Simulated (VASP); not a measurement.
Input of a VASP 6.6.1 run:

The input INCAR:

```
SYSTEM = Sn
ALGO = Normal ; EDIFF = 1E-7
EDIFFG = -0.005 ; ENCUT = 600
GGA = PE ; IBRION = 2
ISIF = 3 ; ISMEAR = 0
LASPH = .True. ; LCHARG = .False.
LREAL = .False. ; LWAVE = .False.
NELM = 80 ; NSW = 90
PREC = Accurate ; PSTRESS = 109.0
SIGMA = 0.03
```

KPOINTS

```
k-points
0
Gamma
  12 12 12
  0 0 0
```

POSCAR

```
Sn                                      
1.0
   -2.8266745615      2.8266745615      1.5184468739
    2.8266745615     -2.8266745615      1.5184468739
    2.8266745615      2.8266745615     -1.5184468739
  Sn            
     2
Direct
     0.0000000000000000    0.0000000000000000    0.0000000000000000
     0.7500000000000000    0.2500000000000000    0.5000000000000000
```

Potentials or basis: VASP PAW PBE potentials, release 64 (Sn_d).

Run with:

```bash
$ cat potpaw_PBE.64/Sn_d/POTCAR > POTCAR
$ mpirun -np 1 vasp_std > vasp.out
```

**Question.** What does it give for the relaxed cell?

**Answer.** a = 4.277 Å, b = 4.277 Å, c = 4.277 Å, α = 97.24°, β = 97.24°, γ = 138.41°.

**Question.** Predict the relaxed volume.

**Answer.** 24.27 Å³/atom.

**Question.** Estimate the band gap on the k mesh.

**Answer.** None (metal or under the smearing width).

**Question.** What does it give for the space group after relaxing (to 0.05 Å)?

**Answer.** I4_1/amd (No. 141).

Final structure:
```cif
data_structure
_symmetry_space_group_name_H-M 'P 1'
_symmetry_Int_Tables_number 1
_cell_length_a 4.2768
_cell_length_b 4.2768
_cell_length_c 4.2768
_cell_angle_alpha 97.242
_cell_angle_beta 97.242
_cell_angle_gamma 138.406
_cell_volume 48.55
loop_
_atom_site_label
_atom_site_type_symbol
_atom_site_fract_x
_atom_site_fract_y
_atom_site_fract_z
_atom_site_occupancy
Sn1 Sn 0.00000 0.00000 0.00000 1
Sn2 Sn 0.75000 0.25000 0.50000 1
```

Caveat: the cell is relaxed towards a set pressure, so the enthalpy falls and the energy may rise.
